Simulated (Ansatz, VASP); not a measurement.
Two plane-wave programs on LuTiF3

Contents of INCAR:

```
SYSTEM = LuTiF3
ALGO     = Normal         ! electronic algorithm
EDIFF    = 1E-7           ! SCF threshold, eV
ENCUT    = 520            ! plane-wave cutoff, eV
GGA      = PE             ! functional
ISIF     = 2              ! what is computed and relaxed
ISMEAR   = 0              ! smearing method
ISPIN    = 2              ! spin polarisation
LASPH    = .True.         ! aspherical terms in the spheres
LCHARG   = .False.        ! write CHGCAR
LMAXMIX  = 4              ! l up to which the mixer works
LORBIT   = 11             ! projections on sites
LREAL    = .False.        ! projectors in reciprocal space
LWAVE    = .False.        ! write WAVECAR
MAGMOM   = 0 1 0 0 0      ! initial moments
NBANDS   = 41             ! bands
NELM     = 150            ! most SCF steps
PREC     = Accurate       ! precision mode
SIGMA    = 0.1            ! smearing width, eV
```

File KPOINTS:

```
k-points
0
Gamma
  4 4 4
  0 0 0
```

File POSCAR:

```
LuTiF3
1.0
    4.0953936500      0.0000000000      0.0000000000
    0.0000000000      4.0953936500      0.0000000000
    0.0000000000      0.0000000000      4.0953936500
Lu Ti F
1 1 3
Direct
    0.5000000000      0.5000000000      0.5000000000
    0.0000000000      0.0000000000      0.0000000000
    0.0000000000      0.5000000000      0.0000000000
    0.0000000000      0.0000000000      0.5000000000
    0.5000000000      0.0000000000      0.0000000000
```

Input for Ansatz:

```yaml
crystal:
  lattice:
    - [4.09539365, 0.0, 0.0]
    - [0.0, 4.09539365, 0.0]
    - [0.0, 0.0, 4.09539365]
  atoms:
    - { symbol: Lu, position: [0.5, 0.5, 0.5] }
    - { symbol: Ti, position: [0.0, 0.0, 0.0], spin: 1.0 }
    - { symbol: F, position: [0.0, 0.5, 0.0] }
    - { symbol: F, position: [0.0, 0.0, 0.5] }
    - { symbol: F, position: [0.5, 0.0, 0.0] }
basis:
  ecutwfc: 420
kpoints:
  mp_grid: { grid: [4, 4, 4] }
hamiltonian:
  xc: pbe
scf:
  occupations: { method: gaussian, width: 0.1 }
  lower_state_search: "off"
output:
  forces: true
  stress: true
  eigenvalues: true
  populations: true
magnetization:
  spin_polarized: true
```

Change from the starting cell: species swapped into the KCaF3 type (Pm-3m, No. 221).

Alike in both runs: task single point; functional PBE; k mesh 4 × 4 × 4; occupations gaussian, width 0.1 eV; collinear spin.

```csv
,VASP,Ansatz
version,VASP 6.6.1,Ansatz 0.2.0
potentials or method,"VASP PAW PBE potentials, release 64 (Lu, Ti_sv, F)","scalar-relativistic, plane waves, PAW"
plane-wave cutoff (eV),520,420
valence electrons in the cell,58,58
```

```csv
,VASP,Ansatz,Ansatz less VASP
gap on the k mesh at the Fermi level (eV),none,none,-
pressure (GPa),11.8,11.7,-0.12
net moment per atom (μB),0.60,0.60,0.000
size of the moment on the site where the two differ most (μB),1.62,1.27,-0.358
```

Site moments also hang on the region over which each program counts them. A gap of «none» marks a metal or a gap that the smearing closes.

Caveats: the k mesh is coarse (spacing up to 0.38 Å⁻¹), so the values aren't converged; spin-orbit coupling is left out, which moves the levels of the heavy elements; semilocal functionals often make such compounds metallic where correlation or magnetic order opens a gap, which also shifts bond lengths.
